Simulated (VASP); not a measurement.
# Band edges against the vacuum: GaAs(110)

Aim: ionisation energy and electron affinity of GaAs(110), from a slab and a bulk run lined up through core potentials.

Main program and level: VASP 6.6.1; PBE; plane waves and PAW (Ga, As).

Report form: the programs' logs are mostly left out.

## (1) Starting point

It takes space group F-43m (No. 216, cubic). Conventional cell: a = 5.761 Å, b = 5.761 Å, c = 5.761 Å, α = 90.00°, β = 90.00°, γ = 90.00°. Nearest to Ga lie 4 As at 2.49 Å. As has 4 Ga at 2.49 Å nearest. Farther neighbours are not listed.

As a file:

```xyz
2
Lattice="0.0000 2.8804 2.8804 2.8804 0.0000 2.8804 2.8804 2.8804 0.0000" Properties=species:S:1:pos:R:3 pbc="T T T"
Ga    0.0000    0.0000    0.0000
As    1.4402    1.4402    1.4402
```

## (2) Relax the host again, on a new basis

The volume changed by more than 5 %, so the plane waves of the start no longer fit; a second relaxation removes that error.

INCAR

```
SYSTEM = GaAs
PREC = Accurate
ENCUT = 350
EDIFF = 1E-06
NELM = 120
ISMEAR = 0
SIGMA = 0.03
LREAL = .FALSE.
ALGO = Normal
GGA = PE
NBANDS = 10
LORBIT = 11
LWAVE = .FALSE.
LCHARG = .FALSE.
KPAR = 4
IBRION = 2
NSW = 30
ISIF = 3
EDIFFG = -0.02
POTIM = 0.4
```

POSCAR

```
GaAs
1.0
    0.0000000000      2.8803663672      2.8803663672
    2.8803663672      0.0000000000      2.8803663672
    2.8803663672      2.8803663672      0.0000000000
Ga As
1 1
Direct
    0.0000000000      0.0000000000      0.0000000000
    0.2500000000      0.2500000000      0.2500000000
```

KPOINTS

```
Automatic mesh
0
Gamma
6 6 6
0 0 0
```

The projector-augmented-wave data sets are Ga and As (PBE family, release 64).

On the command line:

```
mpirun -np 4 vasp_std
```

The job ended after 2 s (4 MPI ranks of Intel Xeon 6975P-C (Granite Rapids), shared host; peak memory 0.57 GiB; 5.4 s of CPU time).

The data set Ga keeps the semicore shell frozen, which is cheaper and a little less accurate. The run keeps the 24 symmetry operations of its start, so it cannot find a distortion of lower symmetry.

Little changed from the start: no atom moved by 0.005 Å and no cell edge by 0.1 %.

Numbers from this step:

| Quantity | Value |
| --- | --- |
| electronic cycles | 12 |
| electrons | 8 |
| free energy (TOTEN) | -8.262 eV |
| Fermi energy | 2.386 eV |

The start already met the threshold, so nothing moved.

## (3) Surface relaxation

System of this step: GaAs(110). The cell holds 18 atoms: 9 Ga and 9 As. Its edges and angles: a = 4.073 Å, b = 5.761 Å, c = 32.294 Å, α = 90.0°, β = 90.0°, γ = 90.0°. It derives from GaAs. 9 layers, cut at this functional's lattice. Vacuum lies along c.

All atoms relax at the fixed cell.

INCAR

```
SYSTEM = GaAs
PREC = Normal
ENCUT = 320
EDIFF = 1E-05
NELM = 120
ISMEAR = 0
SIGMA = 0.03
LREAL = Auto
ALGO = Fast
GGA = PE
NBANDS = 54
LORBIT = 11
LWAVE = .FALSE.
LCHARG = .FALSE.
KPAR = 2
NCORE = 2
IBRION = 2
NSW = 60
ISIF = 2
EDIFFG = -0.03
POTIM = 0.4
MAXMIX = 40
IDIPOL = 3
LDIPOL = .TRUE.
DIPOL = 0.5 0.5 0.5
```

POSCAR

```
GaAs
1.0
    4.0734531811      0.0000000000      0.0000000000
    0.0000000000      5.7607327344      0.0000000000
    0.0000000000      0.0000000000     32.2938127244
Ga As
9 9
Direct
    0.0000000000      0.0000000000      0.2477254700
    0.5000000000      0.5000000000      0.3107941000
    0.0000000000      0.0000000000      0.3738627400
    0.5000000000      0.5000000000      0.4369313700
    0.0000000000      0.0000000000      0.5000000000
    0.5000000000      0.5000000000      0.5630686300
    0.0000000000      0.0000000000      0.6261372600
    0.5000000000      0.5000000000      0.6892059000
    0.0000000000      0.0000000000      0.7522745300
    0.0000000000      0.7500000000      0.3107941000
    0.5000000000      0.2500000000      0.2477254700
    0.0000000000      0.7500000000      0.4369313700
    0.5000000000      0.2500000000      0.3738627400
    0.0000000000      0.7500000000      0.5630686300
    0.5000000000      0.2500000000      0.5000000000
    0.0000000000      0.7500000000      0.6892059000
    0.5000000000      0.2500000000      0.6261372600
    0.5000000000      0.2500000000      0.7522745300
```

KPOINTS

```
Automatic mesh
0
Gamma
6 4 1
0 0 0
```

On the command line:

```
mpirun -np 4 vasp_std
```

Wall time 2.9 min (4 MPI ranks); peak memory 0.98 GiB; 10 min of CPU time.

The gap is read on the k-mesh alone, so it is an upper bound where the band edges lie off the mesh. The run keeps the 4 symmetry operations of its start, so it cannot find a distortion of lower symmetry.

Step by step:

```tsv
step	energy less that of the first step (eV)	largest force (eV/Å)
1	0.0000	1.6157
2	-0.3572	1.3714
3	-0.8109	0.8586
4	-0.8285	0.9777
5	-1.1182	0.7211
6	-1.2853	0.6181
7	-1.3502	0.2435
8	-1.3503	0.2332
9	-1.3692	0.1599
10	-1.3767	0.1496
11	-1.3856	0.0865
12	-1.3863	0.1042
13	-1.3896	0.0759
14	-1.3896	0.0788
15	-1.3917	0.0725
16	-1.3923	0.0907
17	-1.3943	0.0434
18	-1.3954	0.0601
19	-1.3962	0.0363
20	-1.3962	0.0360
21	-1.3968	0.0282
```

The atoms that moved most (Å):

```tsv
atom	dx	dy	dz	length
Ga1	0.000	0.348	0.453	0.572
Ga9	0.000	0.348	-0.453	0.572
As18	0.000	0.106	0.259	0.280
As11	0.000	0.106	-0.259	0.280
Ga2	0.000	-0.093	-0.112	0.146
Ga8	0.000	-0.093	0.112	0.146
As16	0.000	-0.085	-0.015	0.086
As10	0.000	-0.085	0.015	0.086
```

Final coordinates:

```xyz
18
Lattice="4.0735 0.0000 0.0000 0.0000 5.7607 0.0000 0.0000 0.0000 32.2938" Properties=species:S:1:pos:R:3
Ga    0.0000    0.3484    8.4534
Ga    2.0367    2.7873    9.9247
Ga    0.0000   -0.0587   12.0940
Ga    2.0367    2.8177   14.0905
Ga    0.0000   -0.0467   16.1469
Ga    2.0367    2.8177   18.2033
Ga    0.0000   -0.0587   20.1998
Ga    2.0367    2.7873   22.3691
Ga    0.0000    0.3484   23.8404
As    0.0000    4.2358   10.0515
As    2.0367    1.5457    7.7407
As    0.0000    4.2599   14.1197
As    2.0367    1.3931   12.0333
As    0.0000    4.2599   18.1741
As    2.0367    1.3929   16.1469
As    0.0000    4.2358   22.2423
As    2.0367    1.3931   20.2605
As    2.0367    1.5457   24.5532
```

This step gave:

* electronic cycles: 152
* electrons: 72
* free energy (TOTEN): -72.8680 eV
* Fermi energy: -0.6375 eV
* metallic: no
* dipole moment: 0, 0, 0 e·Å
* gap on the k-mesh: 0.6582 eV
* least direct gap on the k-mesh: 0.6582 eV

The run ended after 21 ionic steps, 1.397 eV below its first step, once the forces on the free atoms met EDIFFG = -0.03.

## (4) Potential and states of the slab

A static run writes the electrostatic potential without exchange and correlation (LVHAR), which is flat in the vacuum and gives the level to count from. The dipole correction cancels the field that unlike faces would set up across the vacuum.

INCAR

```
SYSTEM = GaAs
PREC = Normal
ENCUT = 320
EDIFF = 1E-06
NELM = 120
ISMEAR = 0
SIGMA = 0.03
LREAL = Auto
ALGO = Fast
GGA = PE
NBANDS = 54
LORBIT = 11
LWAVE = .FALSE.
LCHARG = .TRUE.
KPAR = 2
IDIPOL = 3
LDIPOL = .TRUE.
DIPOL = 0.5 0.5 0.5
LVHAR = .TRUE.
LVACPOTAV = .TRUE.
NEDOS = 1500
```

POSCAR

```
GaAs
1.0
    4.0734531811      0.0000000000      0.0000000000
    0.0000000000      5.7607327344      0.0000000000
    0.0000000000      0.0000000000     32.2938127244
Ga As
9 9
Direct
    0.0000000000      0.0604814193      0.2617643335
    0.5000000000      0.4838390366      0.3073252879
    0.0000000000      0.9898048892      0.3744979291
    0.5000000000      0.4891205541      0.4363208566
    0.0000000000      0.9918894169      0.5000000000
    0.5000000000      0.4891205541      0.5636791434
    0.0000000000      0.9898048892      0.6255020709
    0.5000000000      0.4838390366      0.6926747121
    0.0000000000      0.0604814193      0.7382356665
    0.0000000000      0.7352834158      0.3112509978
    0.5000000000      0.2683243636      0.2396948668
    0.0000000000      0.7394736164      0.4372275437
    0.5000000000      0.2418322986      0.3726198175
    0.0000000000      0.7394736164      0.5627724563
    0.5000000000      0.2417913958      0.5000000000
    0.0000000000      0.7352834158      0.6887490022
    0.5000000000      0.2418322986      0.6273801825
    0.5000000000      0.2683243636      0.7603051332
```

KPOINTS is that of step 3.

KPOINTS_OPT

```
Line mode
14
Line-mode
Reciprocal
  0.00000000   0.00000000   0.00000000 GAMMA
  0.50000000   0.00000000   0.00000000 X

  0.50000000   0.00000000   0.00000000 X
  0.50000000   0.50000000   0.00000000 S

  0.50000000   0.50000000   0.00000000 S
  0.00000000   0.50000000   0.00000000 Y

  0.00000000   0.50000000   0.00000000 Y
  0.00000000   0.00000000   0.00000000 GAMMA

  0.00000000   0.00000000   0.00000000 GAMMA
  0.50000000   0.50000000   0.00000000 S
```

On the command line:

```
mpirun -np 4 vasp_std
```

Elapsed: 2.4 min, on 4 MPI ranks; peak memory 1.2 GiB; 8.5 min of CPU time.

Numbers from this step:

```yaml
electronic_cycles: 23
fermi_energy: -0.6851 eV
least_gap_on_mesh_and_path: 0.6581 eV
least_direct_gap_on_mesh_and_path: 0.6581 eV
vacuum_levels: 4.077, 4.077 eV
ionisation_potentials_of_the_upper_and_lower_face: 4.890, 4.890 eV
electron_affinities_of_the_upper_and_lower_face: 4.232, 4.232 eV
```

The electronic bands at the labelled points (eV, zero at the valence-band top; v1 is the highest filled band, c1 the lowest empty one):

```tsv
point	v4	v3	v2	v1	c1	c2	c3	c4
Γ	-0.32	-0.23	-0.10	0.00	0.66	1.44	1.59	1.67
0.46 of the way	-1.14	-1.04	-0.83	-0.46	1.70	1.88	2.15	2.29
X	-1.62	-1.33	-1.10	-0.94	0.95	0.99	1.70	1.93
0.54 of the way	-1.36	-1.31	-0.97	-0.86	1.26	1.38	2.08	2.09
S	-1.25	-1.15	-0.84	-0.77	0.87	1.45	1.46	2.45
0.46 of the way	-1.08	-1.05	-0.78	-0.76	1.84	1.96	2.13	2.42
Y	-1.00	-0.97	-0.87	-0.83	0.94	1.10	1.19	1.55
0.46 of the way	-0.62	-0.60	-0.52	-0.51	1.27	1.31	1.46	1.59
Γ	-0.32	-0.23	-0.10	0.00	0.66	1.44	1.59	1.67
0.46 of the way	-1.03	-0.91	-0.59	-0.53	1.52	1.85	2.01	2.34
S	-1.25	-1.15	-0.84	-0.77	0.87	1.45	1.46	2.45
```

Of the projections kept (Ga, As), the largest for each band there; the rest of the weight can lie on other orbitals:

```tsv
point	v4	v3	v2	v1	c1	c2	c3	c4
Γ	As 0.71	As 0.65	As 0.68	As 0.69	Ga 0.51	As 0.55	Ga 0.63	Ga 0.66
X	As 0.58	As 0.57	As 0.66	As 0.66	Ga 0.80	Ga 0.82	Ga 0.63	Ga 0.60
S	As 0.58	As 0.60	As 0.65	As 0.68	Ga 0.71	Ga 0.56	Ga 0.67	Ga 0.52
Y	As 0.58	As 0.59	As 0.62	As 0.63	Ga 0.68	Ga 0.60	Ga 0.72	Ga 0.53
Γ	As 0.71	As 0.65	As 0.68	As 0.69	Ga 0.51	As 0.55	Ga 0.63	Ga 0.66
S	As 0.58	As 0.60	As 0.65	As 0.68	Ga 0.71	Ga 0.56	Ga 0.67	Ga 0.52
```

The planar average of the electrostatic potential oscillates, so the rows of the table below give means over windows of 2.13 Å about each position, cut where the curve ends. Its maxima inside the range that stand out by 2 % of the span (Å: eV): 8.6: -0.216, 11.0: 0.591, 13.1: 0.317, 15.1: 0.401, 16.1: -3.67, 17.2: 0.401, 19.2: 0.317, 21.3: 0.591, 23.7: -0.216. Its minima: 8.0: -3.91, 10.3: -4.21, 11.8: -3.94, 14.4: -3.93, 15.9: -3.86, 16.4: -3.86, 17.9: -3.93, 20.5: -3.94, 22.0: -4.21, 24.3: -3.91.

Zero at the Fermi level. Planar average of the electrostatic potential against height; means over each step:

```tsv
height (Å)	planar average of the electrostatic potential (eV)
1.06	4.76
3.19	4.76
5.32	4.67
7.46	-0.496
9.58	-2.75
11.71	-2.29
13.84	-2.33
15.97	-2.30
18.11	-2.29
20.23	-2.22
22.36	-2.78
24.50	-1.18
26.62	4.53
28.75	4.76
30.89	4.76
```

Density of states in the PAW spheres, an atom over height of the layer and energy from the Fermi level.

Ten even steps from '_' (0.000 states/eV) to '@' (0.873 states/eV), each cell a mean:
```
______________________________
______________________________
..____....__......__....____..
++--..==--..::::::..--==..--++
%%==--==++----==----++==--==%%
##==++++++==++==++==++++++==##
++--++++++==++**++==++++++--++
----==++++==++==++==++++==----
::::======++======++======::::
..::--==--==========--==--::..
....::::::::------::::::::....
__....__________________....__
__....__________________....__
..::....__..........__....::..
..--::....::......::....::--..
..==::....::......::....::==..
::####--::**==--==**::--####::
::**@@----@@######@@----@@**::
____..____::......::____..____
______________________________
______________________________
______________________________
```
Columns: height of the layer (Å) from 7.7 to 24.6 (not evenly spaced); rows upwards: energy from the Fermi level (eV) from -7.9 to 0.5.

Electrostatic potential energy in the cb plane at fractional x = 0.000, with atoms of Ga and As within 0.2 Å of it. With pseudopotentials it is smooth inside the atoms' cores, unlike the true potential.

Ten even steps from '0' (-35 eV) to '9' (4 eV), each cell a mean:
```
99999999999999999999854555788875899568888857
99999999999999999999987667633676565576335764
99999999999999999999999886100168766771000587
99999999999999999999999984033048999860250388
99999999999999999999999985011058999861010489
99999999999999999999999997411479999985113789
99999999999999999999999999877899999998778899
99999999999999999999999999999999999999999999
99999999999999999999999999999999999999999999
99999999999999999999999999999999999999999999
99999999999999999999998888999999999999999999
99999999999999999999986557899999888999999998
99999999999999999999855764799998656789999986
99999999999999999999748995689985575579999865
99999999999999999999748985689975899568999857
```
Columns run along c (16.0 Å, from fractional 0.00 to 0.50 of the cell; values clipped at the 3rd and 97th percentile), rows up along b (5.8 Å). Atoms in or near the plane, at fractional coordinates: Ga at (0.26, 0.06), Ga at (0.37, 0.99), As at (0.31, 0.74), As at (0.44, 0.74).

Valence density in the cb plane at fractional x = 0.000, with atoms of Ga and As within 0.2 Å of it. It is the smooth field of the valence electrons, not physical close to the nuclei.

Values in e/Å³, 8 rows by 16 columns, each cell a mean:
```
0.00 0.00 0.00 0.00 0.00 0.00 0.01 0.06 0.20 0.40 0.38 0.26 0.16 0.36 0.39 0.29
0.00 0.00 0.00 0.00 0.00 0.00 0.00 0.02 0.14 0.48 0.37 0.33 0.21 0.50 0.33 0.36
0.00 0.00 0.00 0.00 0.00 0.00 0.00 0.01 0.07 0.41 0.36 0.20 0.08 0.40 0.36 0.22
0.00 0.00 0.00 0.00 0.00 0.00 0.00 0.01 0.03 0.21 0.28 0.06 0.03 0.17 0.29 0.07
0.00 0.00 0.00 0.00 0.00 0.00 0.01 0.02 0.03 0.05 0.06 0.03 0.02 0.04 0.06 0.03
0.00 0.00 0.00 0.00 0.00 0.00 0.01 0.06 0.10 0.05 0.02 0.04 0.06 0.03 0.02 0.04
0.00 0.00 0.00 0.00 0.00 0.00 0.02 0.13 0.18 0.11 0.04 0.12 0.16 0.05 0.02 0.11
0.00 0.00 0.00 0.00 0.00 0.00 0.01 0.12 0.07 0.18 0.10 0.17 0.12 0.13 0.09 0.17
```
Columns run along c (16.0 Å, from fractional 0.00 to 0.50 of the cell), rows up along b (5.8 Å). Atoms in or near the plane, at fractional coordinates: Ga at (0.26, 0.06), Ga at (0.37, 0.99), As at (0.31, 0.74), As at (0.44, 0.74).

The map of layer states is cut here 0.5 eV above the Fermi level, so it leaves out the states above that.

The vacuum level lies 4.89 eV above the highest filled level at the upper face; both faces agree, as the slab has next to no dipole.

The program found no field-free point at its default tolerance, but its printed level agrees with the flat part of the planar average.

## (5) Lining up bulk and slab

This step: band edges against the vacuum, PBE; plane waves and PAW (VASP 6.6.1).

This step runs nothing: it gathers the runs above.

This step gave:

```yaml
ionisation_energy: 4.876 eV
offset_spread: 0.007900 eV
bulk_gap: 0.1580 eV
slab_gap: 0.6581 eV
electron_affinity: 4.718 eV
buckling: 0.7127 Å
tilt: 30.76 degree
surface_energy_relaxed: 0.5851 J/m²
```

The averaged core potentials of the four middle atoms lie -3.095 eV from those of the bulk run. The bulk valence top (2.296 eV), moved by that offset, is taken from the upper vacuum level (4.077 eV).

## (6) Outcome

```json
{
 "ionisation energy": "4.88 eV",
 "electron affinity": "4.72 eV",
 "buckling": "0.713 Å",
 "surface energy, relaxed": "0.585 J/m²"
}
```

**Reading.** The bulk valence-band top lies 4.88 eV below the vacuum of GaAs(110), and the conduction-band bottom 4.72 eV. The top layer buckles by 0.71 Å, a tilt of 31°, with As outermost, as the anion takes the dangling-bond electrons and the cation flattens towards sp². The surface costs 0.59 J/m². The slab's least gap is 0.66 eV, against 0.16 eV in the bulk. Confinement widens it, surface states can narrow it, and the two gaps need not lie at the same wave vector; the faces' own affinities count to the slab's lowest empty state. The offsets of the four middle atoms spread by 0.01 eV; a shift common to all four would not show in it. One thickness was run. Semilocal band edges put the valence top too high and the gap too small. Spin-orbit coupling, left out here, would raise the valence top further.

[Lines on the potential files, build, host, timing and source positions are cut from VASP's logs without a mark.]

[Logs are printed without paths, hosts, clocks, repeated set-up lines and the standing remarks that a program may print on its own settings, such as how far it seeks lower states.]

[Hosts, paths, dates, database ids (printed as entryN), source tags and the programs' standing remarks are cut or masked in the printed files.]

[Runs that stopped without an error message from VASP are left out.]
